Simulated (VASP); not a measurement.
Calculation: LDA (Ceperley-Alder, Perdew-Zunger), VASP's LDA PAW potentials (set 64) (plane waves; VASP).

The input files of a VASP run:

**POSCAR**
```
Ta
1
   -1.6162912954     1.6162912954     1.6162912954
    1.6162912954    -1.6162912954     1.6162912954
    1.6162912954     1.6162912954    -1.6162912954
Ta
1
Direct
  0.0000000000   0.0000000000   0.0000000000
```

**KPOINTS**
```
Automatic
0
G
 16 16 16
0 0 0
```

INCAR:
```
SYSTEM = Ta
PREC = Accurate
ENCUT = 500
EDIFF = 1E-6
NELM = 100
ALGO = Normal
LREAL = .FALSE.
LASPH = .TRUE.
ISMEAR = 1
SIGMA = 0.1
LMAXMIX = 6
LWAVE = .FALSE.
LCHARG = .FALSE.
IBRION = 2
ISIF = 3
NSW = 40
EDIFFG = -0.02
PSTRESS = 50
```

POTCAR, in this order: Ta_pv (LDA.64 set). Program: vasp_std.

Task: What will the output report for the number of irreducible k-points (NKPTS), largest plane-wave count, number of space-group operations, FFT grid (NGX, NGY, NGZ)?

Result: 
```yaml
number of irreducible k-points (NKPTS): 145
largest_plane_wave_count: 448
number_of_space_group_operations: 48
FFT grid (NGX, NGY, NGZ): 20 × 20 × 20
```

The compound is Ta in the bcc structure. It was relaxed first under an external pressure of 5 GPa.
